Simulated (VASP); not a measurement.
Output of a VASP run:

### OSZICAR
```
...
RMM:   3    -0.225552285557E+03   -0.63321E-03   -0.59376E-03   667   0.119E-01    0.398E-02
RMM:   4    -0.225552329064E+03   -0.43507E-04   -0.77463E-04   656   0.503E-02    0.291E-02
RMM:   5    -0.225552335096E+03   -0.60322E-05   -0.18029E-04   644   0.255E-02    0.171E-02
RMM:   6    -0.225552337898E+03   -0.28012E-05   -0.44866E-05   447   0.123E-02
   9 F= -.22555234E+03 E0= -.22553317E+03  d E =-.177012E-01  mag=     1.0000
       N       E                     dE             d eps       ncg     rms          rms(c)
DAV:   1    -0.225554340740E+03   -0.20056E-02   -0.20083E+00   664   0.244E+00    0.320E-01
RMM:   2    -0.225563161579E+03   -0.88208E-02   -0.99829E-02   636   0.470E-01    0.118E-01
RMM:   3    -0.225564889137E+03   -0.17276E-02   -0.16096E-02   669   0.195E-01    0.672E-02
RMM:   4    -0.225565007924E+03   -0.11879E-03   -0.20755E-03   655   0.823E-02    0.473E-02
RMM:   5    -0.225565034206E+03   -0.26281E-04   -0.50249E-04   671   0.417E-02    0.299E-02
RMM:   6    -0.225565043702E+03   -0.94959E-05   -0.11232E-04   569   0.194E-02    0.155E-02
RMM:   7    -0.225565042836E+03    0.86602E-06   -0.16763E-05   392   0.863E-03
  10 F= -.22556504E+03 E0= -.22554578E+03  d E =-.304062E-01  mag=     1.0000
       N       E                     dE             d eps       ncg     rms          rms(c)
DAV:   1    -0.225568741078E+03   -0.36974E-02   -0.10343E-01   712   0.618E-01    0.124E-01
RMM:   2    -0.225569263992E+03   -0.52291E-03   -0.63747E-03   636   0.136E-01    0.397E-02
RMM:   3    -0.225569352942E+03   -0.88950E-04   -0.95667E-04   649   0.565E-02    0.175E-02
RMM:   4    -0.225569366799E+03   -0.13857E-04   -0.17740E-04   684   0.243E-02    0.144E-02
RMM:   5    -0.225569367584E+03   -0.78471E-06   -0.29963E-05   418   0.110E-02
  11 F= -.22556937E+03 E0= -.22555005E+03  d E =-.432475E-02  mag=     1.0000
       N       E                     dE             d eps       ncg     rms          rms(c)
DAV:   1    -0.225570166670E+03   -0.79987E-03   -0.60834E-02   664   0.474E-01    0.960E-02
RMM:   2    -0.225570473551E+03   -0.30688E-03   -0.37576E-03   636   0.105E-01    0.306E-02
RMM:   3    -0.225570527256E+03   -0.53705E-04   -0.57566E-04   653   0.437E-02    0.139E-02
RMM:   4    -0.225570535404E+03   -0.81482E-05   -0.10551E-04   626   0.188E-02    0.113E-02
RMM:   5    -0.225570535826E+03   -0.42173E-06   -0.18294E-05   400   0.856E-03
  12 F= -.22557054E+03 E0= -.22555121E+03  d E =-.549299E-02  mag=     1.0000
       N       E                     dE             d eps       ncg     rms          rms(c)
DAV:   1    -0.225571990868E+03   -0.14555E-02   -0.54420E-02   696   0.438E-01    0.784E-02
RMM:   2    -0.225572237555E+03   -0.24669E-03   -0.29866E-03   636   0.915E-02    0.258E-02
RMM:   3    -0.225572282073E+03   -0.44517E-04   -0.46790E-04   659   0.381E-02    0.128E-02
RMM:   4    -0.225572286703E+03   -0.46303E-05   -0.75333E-05   534   0.162E-02
  13 F= -.22557229E+03 E0= -.22555296E+03  d E =-.175088E-02  mag=     1.0000
       N       E                     dE             d eps       ncg     rms          rms(c)
DAV:   1    -0.225572559344E+03   -0.27727E-03   -0.18593E-02   664   0.256E-01    0.448E-02
RMM:   2    -0.225572644609E+03   -0.85265E-04   -0.10273E-03   636   0.539E-02    0.154E-02
RMM:   3    -0.225572660684E+03   -0.16075E-04   -0.16982E-04   631   0.230E-02    0.916E-03
RMM:   4    -0.225572662320E+03   -0.16356E-05   -0.27463E-05   430   0.995E-03
  14 F= -.22557266E+03 E0= -.22555334E+03  d E =-.212649E-02  mag=     1.0000
```

OUTCAR:
```
------------------------ aborting loop because EDIFF is reached ----------------------------------------
  FORCE on cell =-STRESS in cart. coord.  units (eV):
  Direction    XX          YY          ZZ          XY          YZ          ZX
  --------------------------------------------------------------------------------------
  Total        7.7329627      7.7170754      7.7334671     -0.0556423     -0.0294656      0.0219729
  in kB        6.4209664      6.4077746      6.4213852     -0.0462019     -0.0244664      0.0182449
  external PRESSURE =       6.4167087 kB  Pullay stress =       0.0000000 kB
  volume of cell :     1929.55
      direct lattice vectors                 reciprocal lattice vectors
    12.449503558  0.000000000  0.000000000     0.080324488  0.000000000  0.000000000
     0.000000000 12.449503558  0.000000000     0.000000000  0.080324488  0.000000000
     0.000000000  0.000000000 12.449503558     0.000000000  0.000000000  0.080324488
  FREE ENERGIE OF THE ION-ELECTRON SYSTEM (eV)
  ---------------------------------------------------
  free  energy   TOTEN  =      -225.5726623199 eV

  energy  without entropy=     -225.5340131581  energy(sigma->0) =     -225.55333774

 total charge

# of ion       s       p       d       tot
------------------------------------------
    1        1.106   1.053   0.077   2.236
    2        1.114   1.066   0.080   2.260
    3        1.114   1.066   0.080   2.261
    4        1.129   1.058   0.079   2.267
    5        1.114   1.068   0.081   2.263
    6        1.127   1.063   0.081   2.270
    7        1.114   1.065   0.080   2.260
    8        1.114   1.067   0.081   2.262
    9        1.114   1.055   0.078   2.247
   10        1.114   1.053   0.078   2.245
   11        1.127   1.064   0.081   2.271
   12        1.114   1.053   0.078   2.245
   13        1.114   1.067   0.081   2.262
   14        1.106   1.051   0.077   2.234
   15        1.114   1.064   0.080   2.258
   16        1.114   1.068   0.081   2.263
   17        1.114   1.055   0.078   2.247
   18        1.114   1.053   0.078   2.245
   19        1.106   1.053   0.077   2.237
   20        1.114   1.055   0.078   2.247
   21        1.114   1.054   0.078   2.245
   22        1.114   1.065   0.080   2.259
   23        1.114   1.053   0.078   2.245
   24        1.114   1.054   0.078   2.245
   25        1.114   1.066   0.080   2.261
   26        1.127   1.062   0.081   2.270
   27        1.114   1.053   0.077   2.244
   28        1.114   1.065   0.080   2.259
   29        1.114   1.053   0.077   2.244
   30        1.114   1.053   0.078   2.245
   31        1.114   1.065   0.080   2.260
   32        1.138   1.308   0.022   2.468
   33        1.138   1.308   0.022   2.468
   34        1.138   1.308   0.022   2.468
   35        1.143   1.314   0.022   2.479
   36        1.143   1.316   0.022   2.481
   37        1.143   1.316   0.022   2.481
   38        1.143   1.314   0.022   2.478
   39        1.143   1.316   0.022   2.481
   40        1.180   1.230   0.019   2.428
   41        1.143   1.316   0.022   2.481
   42        1.143   1.316   0.022   2.481
   43        1.143   1.316   0.022   2.481
   44        1.143   1.313   0.022   2.478
   45        1.138   1.307   0.022   2.467
   46        1.138   1.307   0.022   2.467
   47        1.143   1.316   0.022   2.481
   48        1.179   1.231   0.019   2.429
...
```
(Selected blocks of OUTCAR.)

**POSCAR**
```
Ga31Sb32
1
   12.4495035576    -0.0000000000    -0.0000000000
   -0.0000000000    12.4495035576     0.0000000000
    0.0000000000     0.0000000000    12.4495035576
Ga Sb
31 32
Direct
  0.5000000000   0.0000000000   0.0000000000
  0.7500000000   0.2500000000   0.0000000000
  0.7500000000   0.0000000000   0.2500000000
  0.0000000000   0.0000000000   0.0000000000
  0.2500000000   0.2500000000   0.0000000000
  0.5000000000   0.5000000000   0.0000000000
  0.7500000000   0.7500000000   0.0000000000
  0.2500000000   0.0000000000   0.2500000000
  0.5000000000   0.2500000000   0.2500000000
  0.7500000000   0.5000000000   0.2500000000
  0.5000000000   0.0000000000   0.5000000000
  0.7500000000   0.2500000000   0.5000000000
  0.7500000000   0.0000000000   0.7500000000
  0.0000000000   0.5000000000   0.0000000000
  0.2500000000   0.7500000000   0.0000000000
  0.0000000000   0.2500000000   0.2500000000
  0.2500000000   0.5000000000   0.2500000000
  0.5000000000   0.7500000000   0.2500000000
  0.0000000000   0.0000000000   0.5000000000
  0.2500000000   0.2500000000   0.5000000000
  0.7500000000   0.7500000000   0.5000000000
  0.2500000000   0.0000000000   0.7500000000
  0.5000000000   0.2500000000   0.7500000000
  0.7500000000   0.5000000000   0.7500000000
  0.0000000000   0.7500000000   0.2500000000
  0.0000000000   0.5000000000   0.5000000000
  0.2500000000   0.7500000000   0.5000000000
  0.0000000000   0.2500000000   0.7500000000
  0.2500000000   0.5000000000   0.7500000000
  0.5000000000   0.7500000000   0.7500000000
  0.0000000000   0.7500000000   0.7500000000
  0.6250000000   0.1250000000   0.1250000000
  0.8750000000   0.3750000000   0.1250000000
  0.8750000000   0.1250000000   0.3750000000
  0.1250000000   0.1250000000   0.1250000000
  0.3750000000   0.3750000000   0.1250000000
  0.6250000000   0.6250000000   0.1250000000
  0.8750000000   0.8750000000   0.1250000000
  0.3750000000   0.1250000000   0.3750000000
  0.6253820000   0.3788300000   0.3782570000
  0.8750000000   0.6250000000   0.3750000000
  0.6250000000   0.1250000000   0.6250000000
  0.8750000000   0.3750000000   0.6250000000
  0.8750000000   0.1250000000   0.8750000000
  0.1250000000   0.6250000000   0.1250000000
  0.3750000000   0.8750000000   0.1250000000
  0.1250000000   0.3750000000   0.3750000000
  0.3758670000   0.6265640000   0.3753310000
  0.6250000000   0.8750000000   0.3750000000
  0.1250000000   0.1250000000   0.6250000000
  0.3759950000   0.3788390000   0.6263570000
  0.6245640000   0.6227410000   0.6281610000
  0.8750000000   0.8750000000   0.6250000000
  0.3750000000   0.1250000000   0.8750000000
  0.6250000000   0.3750000000   0.8750000000
  0.8750000000   0.6250000000   0.8750000000
  0.1250000000   0.8750000000   0.3750000000
  0.1250000000   0.6250000000   0.6250000000
  0.3750000000   0.8750000000   0.6250000000
  0.1250000000   0.3750000000   0.8750000000
  0.3750000000   0.6250000000   0.8750000000
  0.6250000000   0.8750000000   0.8750000000
  0.1250000000   0.8750000000   0.8750000000
```

**Question.** Write an INCAR and KPOINTS that could have produced this output.

**Answer.** This is not unique; one that fits is the input of the run itself, PBE GGA, plane waves, VASP's PBE PAW potentials (set 64).

### INCAR
```
SYSTEM = Ga31Sb32
PREC = Normal
ENCUT = 400
EDIFF = 1E-5
NELM = 100
ALGO = Fast
LREAL = Auto
LASPH = .TRUE.
ISMEAR = 0
SIGMA = 0.05
GGA = PE
LMAXMIX = 4
LWAVE = .FALSE.
LCHARG = .FALSE.
NELMIN = 4
ISYM = 0
ISPIN = 2
NUPDOWN = 1
MAGMOM = 63*0.0159
LORBIT = 10
IBRION = 2
ISIF = 2
NSW = 60
EDIFFG = -0.03
```

### KPOINTS
```
Automatic
0
Gamma
  1 1 1
0 0 0
```

POTCAR, in this order: Ga Sb (PBE.64 set). Program: vasp_gam.

The supercell is sampled at Γ alone, which is coarse: total energies, pressure and levels can be off, energies of defects by several tenths of an eV.

The cell is a supercell with a defect, built from GaSb (zinc blende): vac_Ga.
